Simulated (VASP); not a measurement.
Output of a VASP run:

**OSZICAR**
```
       N       E                     dE             d eps       ncg     rms          rms(c)
DAV:   1     0.658271284501E+03    0.65827E+03   -0.22658E+04  3544   0.145E+03
DAV:   2     0.406872020558E+02   -0.61758E+03   -0.59955E+03  3368   0.468E+02
DAV:   3    -0.453099597054E+02   -0.85997E+02   -0.80621E+02  5458   0.159E+02
DAV:   4    -0.564332143392E+02   -0.11123E+02   -0.10912E+02  5352   0.513E+01
DAV:   5    -0.569307616528E+02   -0.49755E+00   -0.49657E+00  5304   0.110E+01    0.415E+01
DAV:   6    -0.128299322768E+03   -0.71369E+02   -0.42299E+02  3984   0.209E+02    0.104E+02
DAV:   7    -0.620409444039E+02    0.66258E+02   -0.14016E+02  4082   0.725E+01    0.309E+01
DAV:   8    -0.476616191373E+02    0.14379E+02   -0.35896E+01  4722   0.454E+01    0.818E+00
DAV:   9    -0.480746344777E+02   -0.41302E+00   -0.43705E+00  4826   0.101E+01    0.611E+00
DAV:  10    -0.480272586531E+02    0.47376E-01   -0.25857E-01  4810   0.398E+00    0.385E+00
DAV:  11    -0.481179126382E+02   -0.90654E-01   -0.18883E-01  4356   0.388E+00    0.345E+00
DAV:  12    -0.480531580504E+02    0.64755E-01   -0.16149E-01  4752   0.377E+00    0.524E-01
DAV:  13    -0.480541376860E+02   -0.97964E-03   -0.10936E-02  4826   0.768E-01    0.607E-01
DAV:  14    -0.480545366346E+02   -0.39895E-03   -0.19285E-03  4972   0.347E-01    0.343E-01
DAV:  15    -0.480552231950E+02   -0.68656E-03   -0.11779E-03  4768   0.276E-01    0.288E-01
DAV:  16    -0.480556838824E+02   -0.46069E-03   -0.26064E-03  4528   0.400E-01    0.119E-01
DAV:  17    -0.480562368741E+02   -0.55299E-03   -0.43538E-03  4588   0.532E-01    0.134E-01
DAV:  18    -0.480563532761E+02   -0.11640E-03   -0.17443E-03  4710   0.304E-01    0.109E-01
DAV:  19    -0.480563637104E+02   -0.10434E-04   -0.12435E-04  3620   0.532E-02    0.673E-02
DAV:  20    -0.480563681140E+02   -0.44035E-05   -0.78287E-05  4176   0.764E-02    0.206E-02
DAV:  21    -0.480563687800E+02   -0.66599E-06   -0.85451E-06  3896   0.177E-02
   1 F= -.48056369E+02 E0= -.47905918E+02  d E =-.300902E+00  mag=    -0.0080
```

File OUTCAR:
```
------------------------ aborting loop because EDIFF is reached ----------------------------------------
  FORCE on cell =-STRESS in cart. coord.  units (eV):
  Direction    XX          YY          ZZ          XY          YZ          ZX
  --------------------------------------------------------------------------------------
  Total        4.5127641      4.5127641      4.5127641     -0.0000000     -0.0000000      0.0000000
  in kB       94.8785453     94.8785453     94.8785453     -0.0000000     -0.0000000      0.0000000
  external PRESSURE =      94.8785453 kB  Pullay stress =       0.0000000 kB
  volume of cell :       76.21
      direct lattice vectors                 reciprocal lattice vectors
     0.000000000  3.365000000  3.365000000    -0.148588410  0.148588410  0.148588410
     3.365000000  0.000000000  3.365000000     0.148588410 -0.148588410  0.148588410
     3.365000000  3.365000000  0.000000000     0.148588410  0.148588410 -0.148588410
 POSITION                                       TOTAL-FORCE (eV/Angst)
 -----------------------------------------------------------------------------------
      0.00000      0.00000      0.00000         0.000000      0.000000      0.000000
      1.68250      1.68250      1.68250        -0.000000     -0.000000     -0.000000
      4.20625      4.20625      4.20625         0.000000      0.000000      0.000000
      4.20625      2.52375      2.52375         0.000000      0.000000      0.000000
      2.52375      2.52375      4.20625         0.000000      0.000000      0.000000
      2.52375      4.20625      2.52375         0.000000      0.000000      0.000000
 -----------------------------------------------------------------------------------
    total drift:                                0.000000     -0.000000      0.000000
  FREE ENERGIE OF THE ION-ELECTRON SYSTEM (eV)
  ---------------------------------------------------
  free  energy   TOTEN  =       -48.0563687800 eV

  energy  without entropy=      -47.7554671438  energy(sigma->0) =      -47.90591796

 total charge

# of ion       s       p       d       tot
------------------------------------------
    1        0.460   0.450   7.226   8.136
    2        0.460   0.450   7.226   8.136
    3        2.291   6.149   2.350  10.790
    4        2.291   6.149   2.350  10.790
    5        2.291   6.149   2.350  10.790
    6        2.291   6.149   2.350  10.790
--------------------------------------------------
tot         10.082  25.498  23.851  59.431

 magnetization (x)

# of ion       s       p       d       tot
------------------------------------------
    1       -0.000  -0.000  -0.001  -0.001
    2       -0.000  -0.000  -0.001  -0.001
    3       -0.000   0.000  -0.000  -0.000
    4       -0.000   0.000  -0.000  -0.000
    5       -0.000   0.000  -0.000  -0.000
    6       -0.000   0.000  -0.000  -0.000
--------------------------------------------------
tot         -0.000   0.000  -0.001  -0.002
```
(Selected blocks of OUTCAR.)

**POSCAR**
```
Ti2Co
1
    0.0000000000     3.3650000000     3.3650000000
    3.3650000000     0.0000000000     3.3650000000
    3.3650000000     3.3650000000     0.0000000000
Co Ti
2 4
Direct
  0.0000000000   0.0000000000   0.0000000000
  0.2500000000   0.2500000000   0.2500000000
  0.6250000000   0.6250000000   0.6250000000
  0.1250000000   0.6250000000   0.6250000000
  0.6250000000   0.6250000000   0.1250000000
  0.6250000000   0.1250000000   0.6250000000
```

Reconstruct the remaining input files.

Several could match; the one computed here: the input of the run itself, LDA (Ceperley-Alder, Perdew-Zunger), plane waves, VASP's LDA PAW potentials (set 64).

### INCAR
```
# general
SYSTEM   =  Ti2Co
PREC     =  Accurate
ENCUT    =  300
LREAL    =  .False.
LASPH    =  .True.

# electronic loop
EDIFF    =  1E-6
NELM     =  100
ALGO     =  Normal
LMAXMIX  =  4

# smearing
ISMEAR   =  -1
SIGMA    =  0.1

# spin
ISPIN    =  2
MAGMOM   =  3.0 3.0 0.0 0.0 0.0 0.0

# ions
ISIF     =  2

# output
LWAVE    =  .False.
LCHARG   =  .False.
LORBIT   =  11
```

### KPOINTS
```
Automatic mesh
0
Gamma
7 7 7
0 0 0
```

POTCAR, in this order: Co Ti_sv (LDA.64 set). Program: vasp_std.

At this cut-off the stress carries a Pulay error, which pulls relaxed volumes low.

The structure comes from a measured Ti2Co entry of the Crystallography Open Database, whose conditions weren't checked. The cell was not relaxed at this level. The run is one of a series of settings (KPOINTS 7×7×7 Γ-centred mesh against the base run), some of them coarse on purpose.
